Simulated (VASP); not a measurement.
OSZICAR of a VASP run on SiO₂ (space group P3_221):

### OSZICAR
```
       N       E                     dE             d eps       ncg     rms          rms(c)
DAV:   1     0.269961485565E+03    0.26996E+03   -0.22872E+04  1574   0.126E+03
DAV:   2    -0.665495525953E+02   -0.33651E+03   -0.32748E+03  2028   0.319E+02
DAV:   3    -0.825408734206E+02   -0.15991E+02   -0.15952E+02  1836   0.798E+01
DAV:   4    -0.827275824736E+02   -0.18671E+00   -0.18645E+00  1844   0.929E+00
DAV:   5    -0.827311642676E+02   -0.35818E-02   -0.35806E-02  1806   0.126E+00    0.273E+01
DAV:   6    -0.737182686422E+02    0.90129E+01   -0.36354E+01  1756   0.338E+01    0.132E+01
DAV:   7    -0.735636630916E+02    0.15461E+00   -0.10624E+00  1939   0.542E+00    0.494E+00
DAV:   8    -0.735231453620E+02    0.40518E-01   -0.70641E-02  1801   0.204E+00    0.145E+00
DAV:   9    -0.735267704004E+02   -0.36250E-02   -0.17949E-02  1821   0.979E-01    0.319E-01
DAV:  10    -0.735283045430E+02   -0.15341E-02   -0.24613E-03  1811   0.304E-01    0.741E-02
DAV:  11    -0.735283215908E+02   -0.17048E-04   -0.49165E-04  1836   0.137E-01    0.187E-02
DAV:  12    -0.735283389143E+02   -0.17324E-04   -0.27354E-05  1806   0.332E-02    0.555E-03
DAV:  13    -0.735283439157E+02   -0.50014E-05   -0.49728E-06  1655   0.136E-02    0.545E-03
DAV:  14    -0.735283441799E+02   -0.26417E-06   -0.41643E-07  1178   0.417E-03
   1 F= -.73528344E+02 E0= -.73528344E+02  d E =-.860299E-87
```

Problem. Which electronic solver shows in the log?

Solution. It is blocked Davidson (ALGO = Normal, or the opening steps of other solvers). The INCAR had ALGO = Normal.

Problem. Can the final energy be trusted as converged?

Solution. Self-consistency was reached. It stopped with EDIFF = 1E-6, NELM = 100 (PBEsol GGA, plane waves, VASP's PBE PAW potentials (set 64)).

The structure comes from a computed database's SiO2 entry; how it stands against other phases isn't given here. The cell was not relaxed at this level, and its volume differs by -4.4 % from the start's.
